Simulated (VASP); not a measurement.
Here is the system:

```
CELL_PARAMETERS angstrom
      2.87253     0.00000     0.00000
      0.00000     2.82411     0.00000
      0.00000     0.00000     4.07704
ATOMIC_POSITIONS crystal
  Ti 0.00000 0.00000 0.00000
  Al 0.51492 0.50000 0.50000
```
Cell charge -0.1.

The numbers are results of PBE GGA, VASP's PBE PAW potentials (set 64) (plane waves; VASP), not measurements. Numerical set-up: NELECT = 15.1, 400 eV cut-off, 11×12×8 Γ-centred mesh, Gaussian smearing of 0.050 eV, potentials Ti_sv Al.

The cell is charged, with a uniform compensating background.

Problem. Which forces act on the atoms, in eV/Å?

Solution. 
```json
[
 {"atom": "Ti1", "Fx": "0.176", "Fy": "0.000", "Fz": "0.000"},
 {"atom": "Al2", "Fx": "-0.176", "Fy": "0.000", "Fz": "0.000"}
]
```

Problem. Give the stress tensor in GPa (positive for a compressed cell).

Solution. 
```
0.61  0.00  0.00
0.00  3.96  0.00
0.00  0.00  3.13
```
The pressure is its mean diagonal, 2.57 GPa.

The compound is TiAl in the L1_0 structure. The cell was not relaxed at this level, atoms are displaced from their ideal sites. The run is one of a series of settings (ISMEAR = 0, NELECT = 15.1, SIGMA = 0.05 against the base run), some of them coarse on purpose. The electron count is odd and the run is not spin-polarised, which forces a metal.
